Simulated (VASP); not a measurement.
Output of a VASP run:

**OSZICAR**
```
       N       E                     dE             d eps       ncg     rms          rms(c)
DAV:   1     0.122008185893E+03    0.12201E+03   -0.10111E+04  1088   0.141E+03
DAV:   2    -0.821727747542E+01   -0.13023E+03   -0.12823E+03  1277   0.302E+02
DAV:   3    -0.193146436542E+02   -0.11097E+02   -0.10890E+02  1400   0.831E+01
DAV:   4    -0.195873547878E+02   -0.27271E+00   -0.27247E+00  1355   0.130E+01
DAV:   5    -0.195937315688E+02   -0.63768E-02   -0.63755E-02  1589   0.186E+00    0.438E+00
DAV:   6    -0.192034586090E+02    0.39027E+00   -0.71422E-01  1652   0.122E+01    0.258E+00
DAV:   7    -0.191265922576E+02    0.76866E-01   -0.32138E-01  1337   0.331E+00    0.726E-01
DAV:   8    -0.191236504607E+02    0.29418E-02   -0.25653E-02  1299   0.204E+00    0.207E-01
DAV:   9    -0.191239606008E+02   -0.31014E-03   -0.20707E-03  1457   0.505E-01    0.711E-02
DAV:  10    -0.191240011483E+02   -0.40548E-04   -0.17385E-04  1527   0.146E-01    0.313E-02
DAV:  11    -0.191240543955E+02   -0.53247E-04   -0.64604E-05  1280   0.723E-02    0.901E-03
DAV:  12    -0.191240552780E+02   -0.88247E-06   -0.33351E-06  1490   0.145E-02
   1 F= -.19124055E+02 E0= -.19124055E+02  d E =-.191241E+02
       N       E                     dE             d eps       ncg     rms          rms(c)
DAV:   1    -0.191242675868E+02   -0.21319E-03   -0.65041E-03  1225   0.674E-01    0.565E-02
DAV:   2    -0.191242277990E+02    0.39788E-04   -0.45884E-04  1524   0.251E-01    0.294E-02
DAV:   3    -0.191242018013E+02    0.25998E-04   -0.52752E-05  1398   0.850E-02    0.800E-03
DAV:   4    -0.191242008010E+02    0.10003E-05   -0.97184E-06  1343   0.255E-02    0.303E-03
DAV:   5    -0.191242005870E+02    0.21404E-06   -0.91136E-07   720   0.872E-03
   2 F= -.19124201E+02 E0= -.19124201E+02  d E =-.145309E-03
       N       E                     dE             d eps       ncg     rms          rms(c)
DAV:   1    -0.191242314080E+02   -0.30607E-04   -0.13486E-03  1245   0.305E-01    0.256E-02
DAV:   2    -0.191242235199E+02    0.78881E-05   -0.95161E-05  1521   0.113E-01    0.134E-02
DAV:   3    -0.191242182218E+02    0.52981E-05   -0.10817E-05  1394   0.384E-02    0.369E-03
DAV:   4    -0.191242180440E+02    0.17778E-06   -0.19033E-06   971   0.117E-02
   3 F= -.19124218E+02 E0= -.19124218E+02  d E =-.162766E-03
```

### OUTCAR
```
------------------------ aborting loop because EDIFF is reached ----------------------------------------
  FORCE on cell =-STRESS in cart. coord.  units (eV):
  Direction    XX          YY          ZZ          XY          YZ          ZX
  --------------------------------------------------------------------------------------
  Total        0.0237667      0.0237667      0.0337081      0.0000000     -0.0000000      0.0000000
  in kB        0.4177827      0.4177827      0.5925369      0.0000000     -0.0000000      0.0000000
  external PRESSURE =       0.4760341 kB  Pullay stress =       0.0000000 kB
  volume of cell :       91.14
      direct lattice vectors                 reciprocal lattice vectors
     2.005744793  1.158016956  6.540145257     0.249283958  0.143924161  0.050967275
    -2.005744793  1.158016956  6.540145257    -0.249283958  0.143924161  0.050967275
     0.000000000 -2.316034910  6.540145256     0.000000000 -0.287848322  0.050967253
 POSITION                                       TOTAL-FORCE (eV/Angst)
 -----------------------------------------------------------------------------------
      0.00000     -0.00000     19.61494        -0.000000      0.000000     -0.000159
      0.00000     -0.00000      9.81299        -0.000000      0.000000     -0.010133
      0.00000     -0.00000      2.45284         0.000000     -0.000000      0.008755
      0.00000     -0.00000     12.26554         0.000000     -0.000000      0.001537
 -----------------------------------------------------------------------------------
    total drift:                                0.000000      0.000002     -0.000399
  FREE ENERGIE OF THE ION-ELECTRON SYSTEM (eV)
  ---------------------------------------------------
  free  energy   TOTEN  =       -19.1242180440 eV

  energy  without entropy=      -19.1242180440  energy(sigma->0) =      -19.12421804

 reached required accuracy - stopping structural energy minimisation
```
(Selected blocks of OUTCAR.)

File POSCAR:
```
AlGaAs2
1
    2.0056600000     1.1579680000     6.5458770000
   -2.0056600000     1.1579680000     6.5458770000
    0.0000000000    -2.3159370000     6.5458770000
Al Ga As
1 1 2
Direct
  0.9997600000   0.9997600000   0.9997600000
  0.5001370000   0.5001370000   0.5001370000
  0.1248430000   0.1248430000   0.1248430000
  0.6252770000   0.6252770000   0.6252770000
```

### Question
Reconstruct the remaining input files.

### Answer
One answer among several that fit: the input of the run itself, PBEsol GGA, plane waves, VASP's PBE PAW potentials (set 64).

**INCAR**
```
SYSTEM = AlGaAs2
PREC = Accurate
ENCUT = 400
EDIFF = 1E-6
NELM = 100
ALGO = Normal
LREAL = .FALSE.
LASPH = .TRUE.
ISMEAR = 0
SIGMA = 0.05
GGA = PS
LMAXMIX = 4
LWAVE = .FALSE.
LCHARG = .FALSE.
IBRION = 2
ISIF = 3
NSW = 60
EDIFFG = -0.02
```

**KPOINTS**
```
Regular mesh
0
Gamma
  6 6 6
0 0 0
```

POTCAR, in this order: Al Ga_d As (PBE.64 set). Program: vasp_std.

The structure comes from a computed database's AlGaAs2 entry (R3m); how it stands against other phases isn't given here. This run relaxes it. Symmetry was kept, so distortions that lower it aren't found. The start is the result of an earlier pass.
